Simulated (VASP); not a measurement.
# C₂H₂S, dipole of a molecule: which settings are enough?

C₂H₂S, molecule in box, 5 atoms in the cell. PBE; PAW potentials C, S, H (PBE set). VASP 6.6.1.

Wanted: dipole moment within 0.02 D; HOMO under the vacuum level within 0.05 eV; forces within 0.02 eV/Å.

Starting geometry: molecule relaxed first with the same functional.

POSCAR of the starting run:
```
H2C2S
1.0
   14.1100000000      0.0000000000      0.0000000000
    0.0000000000     14.1100000000      0.0000000000
    0.0000000000      0.0000000000     14.1100000000
C S H
2 1 2
Direct
    0.4298267001      0.4511607394      0.5018430367
    0.5154744797      0.4601955809      0.5034936088
    0.6344025633      0.4615161610      0.5076668073
    0.3543753590      0.4443819896      0.5001854179
    0.6456246410      0.5556180104      0.4923331927
```

The series start from vacuum between images (Å): 10; correction: IDIPOL 4 with LDIPOL; Cutoff ENCUT (eV): 525; SCF threshold EDIFF (eV): 1e-6; PREC: Accurate; LREAL: .FALSE.; ALGO: Normal; program: vasp_gam; NCORE: 1. Each series keeps the choices made before it, and each single choice may use up half of a tolerance.

## Vacuum between images (Å)

| Vacuum between images (Å) | Dipole moment (D) | HOMO under the vacuum level (eV) | Forces, largest deviation (eV/Å) | SCF iterations | Time (s) |
|---|---|---|---|---|---|
| 4 | 0.733 | 5.861 | 0.064 | 22 | 8.9 |
| 6 | 0.726 | 5.869 | 0.007 | 24 | 19 |
| 8 | 0.727 | 5.864 | 0.002 | 25 | 30 |
| 10 | 0.726 | 5.862 | 0.001 | 27 | 57 |
| 12 | 0.727 | 5.861 | 0.000 | 27 | 86 |
| 15 (reference) | 0.726 | 5.860 | 0.000 | 26 | 151 |

Chosen: 6, the loosest value from which every tighter one stays within half of the tolerance.

## Correction

| Correction | Dipole moment (D) | HOMO under the vacuum level (eV) | Forces, largest deviation (eV/Å) | SCF iterations | Time (s) |
|---|---|---|---|---|---|
| IDIPOL 4 with LDIPOL | 0.726 | 5.869 | 0.000 | 24 | 19 |
| IDIPOL 4 alone | 0.741 | 5.874 | 0.002 | 25 | 27 |
| IDIPOL 4, no DIPOL | no result | no result | no result | 120 | 153 |

Chosen: IDIPOL 4 with LDIPOL; no other choice that stays within half of the tolerance saves 30 % of the time.

## Cutoff ENCUT (eV)

| Cutoff ENCUT (eV) | Dipole moment (D) | HOMO under the vacuum level (eV) | Forces, largest deviation (eV/Å) | SCF iterations | Time (s) |
|---|---|---|---|---|---|
| 320 | 0.731 | 5.870 | 0.134 | 25 | 15 |
| 400 | 0.727 | 5.869 | 0.039 | 24 | 26 |
| 460 | 0.726 | 5.869 | 0.016 | 24 | 23 |
| 525 | 0.726 | 5.869 | 0.010 | 24 | 19 |
| 600 | 0.726 | 5.869 | 0.006 | 24 | 41 |
| 725 (reference) | 0.726 | 5.870 | 0.000 | 24 | 50 |

Chosen: 525.

## SCF threshold EDIFF (eV)

| SCF threshold EDIFF (eV) | Dipole moment (D) | HOMO under the vacuum level (eV) | Forces, largest deviation (eV/Å) | SCF iterations | Time (s) |
|---|---|---|---|---|---|
| 0.001 | 0.288 | 6.023 | 0.045 | 11 | 18 |
| 0.0001 | 0.728 | 5.869 | 0.002 | 20 | 28 |
| 1e-5 | 0.727 | 5.869 | 0.001 | 22 | 32 |
| 1e-6 | 0.726 | 5.869 | 0.000 | 24 | 19 |
| 1e-7 (reference) | 0.726 | 5.869 | 0.000 | 27 | 38 |

Chosen: 0.0001.

## PREC

| PREC | Dipole moment (D) | HOMO under the vacuum level (eV) | Forces, largest deviation (eV/Å) | SCF iterations | Time (s) |
|---|---|---|---|---|---|
| Accurate | 0.728 | 5.869 | 0.000 | 20 | 28 |
| Normal | 0.728 | 5.869 | 0.001 | 20 | 14 |

Chosen: Normal, the fastest of those that stay within half of the tolerance.

## LREAL

| LREAL | Dipole moment (D) | HOMO under the vacuum level (eV) | Forces, largest deviation (eV/Å) | SCF iterations | Time (s) |
|---|---|---|---|---|---|
| .FALSE. | 0.728 | 5.869 | 0.000 | 20 | 14 |
| Auto | 0.728 | 5.869 | 0.005 | 20 | 15 |

Chosen: .FALSE..

## ALGO

| ALGO | Dipole moment (D) | HOMO under the vacuum level (eV) | Forces, largest deviation (eV/Å) | SCF iterations | Time (s) |
|---|---|---|---|---|---|
| Normal | 0.728 | 5.869 | 0.000 | 20 | 14 |
| Fast | 0.729 | 5.868 | 0.004 | 19 | 13 |
| All | 0.726 | 5.869 | 0.005 | 14 | 14 |

Chosen: Normal.

## Program

| Program | Dipole moment (D) | HOMO under the vacuum level (eV) | Forces, largest deviation (eV/Å) | SCF iterations | Time (s) |
|---|---|---|---|---|---|
| vasp_gam | 0.728 | 5.869 | 0.000 | 20 | 14 |
| vasp_std | 0.728 | 5.869 | 0.000 | 20 | 13 |

Chosen: vasp_gam.

## NCORE

| NCORE | Dipole moment (D) | HOMO under the vacuum level (eV) | Forces, largest deviation (eV/Å) | SCF iterations | Time (s) |
|---|---|---|---|---|---|
| 1 | 0.728 | 5.869 | 0.000 | 20 | 14 |
| 2 | 0.728 | 5.869 | 0.000 | 20 | 13 |
| 4 | 0.728 | 5.869 | 0.000 | 20 | 13 |

Chosen: 1.

## All choices together

| Input | Dipole moment (D) | HOMO under the vacuum level (eV) | Forces, largest deviation (eV/Å) | Time (s) |
|---|---|---|---|---|
| program defaults, 6 A between images, energy correction only (naive) | 0.748 | 5.871 | 0.059 | 3.7 |
| chosen settings | 0.728 | 5.869 | 0.005 | 14 |
| reference settings throughout | 0.727 | 5.861 | 0.000 | 473 |

The tolerance is met.

## The input

INCAR:
```
SYSTEM = H2C2S
PREC = Normal
ENCUT = 525
EDIFF = 1E-4
ISMEAR = 0
SIGMA = 0.01
LREAL = .False.
LASPH = .True.
ALGO = Normal
NELM = 120
LWAVE = .False.
LCHARG = .False.
GGA = PE
ISYM = 0
IDIPOL = 4
DIPOL = 0.5 0.5 0.5
LDIPOL = .True.
LVHAR = .True.
```

KPOINTS:
```
Automatic mesh
0
Gamma
  1 1 1
  0 0 0
```

POSCAR:
```
H2C2S
1.0
   10.1100000000      0.0000000000      0.0000000000
    0.0000000000     10.1100000000      0.0000000000
    0.0000000000      0.0000000000     10.1100000000
C S H
2 1 2
Direct
    0.4020627832      0.4318375898      0.5025722303
    0.5215969247      0.4444470471      0.5048758477
    0.6875786517      0.4462901120      0.5107001634
    0.2967592795      0.4223768420      0.5002587781
    0.7032407205      0.5776231580      0.4892998366
```

Commands:
```
cat potpaw_PBE.64/C/POTCAR potpaw_PBE.64/S/POTCAR potpaw_PBE.64/H/POTCAR > POTCAR
mpirun -np 4 vasp_gam > vasp.out
```

The chosen input took VASP 6.6.1 14 s on 4 cores (Intel Xeon Platinum 8488C (Sapphire Rapids)), a shared host.

## An input that fails: smearing 1 eV wide

It runs to its end, but against the unchanged starting input it is off by 0.002 D in the dipole moment, 0.004 eV in the HOMO under the vacuum level, 0.035 eV/Å in the forces.

Changes against the starting input:
```
- ISMEAR = 0
- SIGMA = 0.01
+ ISMEAR = 1
+ SIGMA = 1.0
```
